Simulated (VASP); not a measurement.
EuMo: single point with r2SCAN

Crystal: EuMo.

```
CELL_PARAMETERS angstrom
3.53145 0.00000 0.00000
0.00000 3.53145 0.00000
0.00000 0.00000 3.53145
ATOMIC_POSITIONS crystal
Eu 0.50000 0.50000 0.50000
Mo 0.00000 0.00000 0.00000
```

The cell was built by a generator and needn't be a form met in nature.

```json
{
  "Program": "VASP 6.6.1",
  "Task": "single point",
  "Functional": "r2SCAN",
  "Potentials or basis": "VASP PAW PBE potentials, release 64 (Eu, Mo_sv)",
  "Cutoff": "520 eV",
  "k mesh": "6 × 6 × 6",
  "Occupations": "fermi-dirac, width 0.05 eV",
  "Spin": "collinear spin, ferromagnetic start",
  "Starting moments": "[8.5, 2.5] μB"
}
```

- Pressure: 5.1 GPa
- Band gap on the k mesh: none (metal or under the smearing width)
- Net moment: 8.94 μB per cell
- Site moments: Eu +6.47; Mo +1.70 μB
- Valence electrons inside the program's atomic spheres: Eu 14.93; Mo 12.33

Levels at points of the mesh, in eV from the Fermi level:
Spin up:
```csv
k point,band 18,band 19,band 20,band 21,band 22,band 23
"(0.00, 0.00, 0.00)",-0.52,-0.52,-0.52,-0.41,3.75,3.75
"(0.50, 0.00, 0.00)",-0.06,0.04,0.04,0.47,0.70,2.27
"(0.50, 0.50, 0.00)",-0.45,-0.39,1.37,1.81,2.59,2.59
"(0.50, 0.50, 0.50)",-0.54,-0.48,-0.48,-0.48,1.46,1.46
```
Spin down:
| k point | band 7 | band 8 | band 9 | band 10 | band 11 | band 12 | band 13 | band 14 | band 15 | band 16 |
| --- | --- | --- | --- | --- | --- | --- | --- | --- | --- | --- |
| (0.00, 0.00, 0.00) | -17.73 | -17.73 | -4.61 | -2.89 | -2.89 | 1.49 | 1.49 | 1.49 | 4.71 | 4.71 |
| (0.50, 0.00, 0.00) | -17.70 | -17.70 | -1.72 | -1.33 | -1.09 | 1.23 | 1.23 | 1.76 | 1.88 | 3.07 |
| (0.50, 0.50, 0.00) | -18.40 | -17.60 | -3.10 | -1.72 | -0.12 | -0.12 | 2.12 | 2.91 | 3.21 | 3.21 |
| (0.50, 0.50, 0.50) | -18.39 | -18.39 | 0.12 | 0.12 | 0.12 | 0.62 | 0.62 | 0.62 | 2.19 | 2.19 |

Run time: 8.9 min on 1 thread of Intel(R) Xeon(R) Platinum 8259CL CPU @ 2.50GHz (Skylake/Cascade Lake), on a shared host, peak memory 0.23 GiB.

Caveat: the PAW data sets were made with another functional, which shifts forces and pressure a little; spin-orbit coupling is left out, which moves the levels of the heavy elements; without U or exact exchange the open f shell lies at the Fermi level, which spoils levels, moments and volumes. The state reached can hang on the start; a lower one may exist.
